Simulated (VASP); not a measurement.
An input for Ansatz (written as the equivalent of a VASP run, and not itself run):

Ansatz 0.2 input:
```yaml
crystal:
  lattice:
    - [3.9519011, 0.0000000, 0.0000000]
    - [0.0000000, 3.9519011, 0.0000000]
    - [0.0000000, 0.0000000, 3.9519011]
  atoms:
    - { symbol: Sr, position: [0.0000000, 0.0000000, 0.0000000] }
    - { symbol: Ti, position: [0.5000000, 0.5000000, 0.5000000] }
    - { symbol: O, position: [0.5000000, 0.0000000, 0.5000000] }
    - { symbol: O, position: [0.0000000, 0.5000000, 0.5000000] }
    - { symbol: O, position: [0.5000000, 0.5000000, 0.0000000] }
kpoints:
  mp_grid: { grid: [7, 7, 7] }
hamiltonian:
  xc: r2scan
  pseudopotentials: { kind: paw }
scf:
  occupations: { method: gaussian, width: 0.05 }
  max_iter: 100
output: { forces: true, stress: true, eigenvalues: true }
```

Problem. Write the VASP files for the same calculation (r2SCAN).

Solution. This is not unique; one that fits is 
INCAR:
```
ALGO=Normal
EDIFF=1E-7
ENCUT=520
ISIF=2
ISMEAR=0
LASPH=.TRUE.
LCHARG=.FALSE.
LMAXMIX=4
LMIXTAU=.TRUE.
LREAL=.FALSE.
LWAVE=.FALSE.
METAGGA=R2SCAN
NELM=100
PREC=Accurate
SIGMA=0.05
SYSTEM=SrTiO3
```

POSCAR:
```
SrTiO3
1
    3.9519010836     0.0000000000     0.0000000000
    0.0000000000     3.9519010836     0.0000000000
    0.0000000000     0.0000000000     3.9519010836
Sr Ti O
1 1 3
Direct
  0.0000000000   0.0000000000   0.0000000000
  0.5000000000   0.5000000000   0.5000000000
  0.5000000000   0.0000000000   0.5000000000
  0.0000000000   0.5000000000   0.5000000000
  0.5000000000   0.5000000000   0.0000000000
```

### KPOINTS
```
kpoints
0
G
7 7 7
```

POTCAR, in this order: Sr_sv Ti_sv O (PBE.64 set). Program: vasp_std.

What does not carry over: each code has its own PAW files, so the cut-off isn't converted (ENCUT is set for VASP's; basis.ecutwfc is left out, and Ansatz then takes the one that its files recommend); Ansatz stops its SCF on the density residual and VASP on the energy change (EDIFF).

The compound is SrTiO3 in the cubic perovskite structure, the ideal cubic form; the compound distorts at low or room temperature. This cell is one point of a volume scan, at 1.03 of the reference volume.
